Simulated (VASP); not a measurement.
Input:

```
ZrC
1.0
    0.00000     2.35000     2.35000
    2.35000     0.00000     2.35000
    2.35000     2.35000     0.00000
Zr C
1 1
Direct
  0.00000   0.00000   0.00000
  0.50000   0.50000   0.50000
```

The numbers are results of TPSS meta-GGA, VASP's PBE PAW potentials (set 64) (plane waves; VASP), not measurements. Settings: 520 eV cut-off, 12×12×12 Γ-centred mesh, first-order Methfessel-Paxton smearing of 0.10 eV, potentials Zr_sv C.

### Question
Give the stress tensor in GPa (positive for a compressed cell).

### Answer

```
1.50  0.00  0.00
0.00  1.50  0.00
0.00  0.00  1.50
```
The pressure is its mean diagonal, 1.50 GPa.

The compound is ZrC in the rock salt structure. The cell was not relaxed at this level. The run is one of a series of settings (GGA removed, LMIXTAU = .TRUE., METAGGA = TPSS against the base run), some of them coarse on purpose.
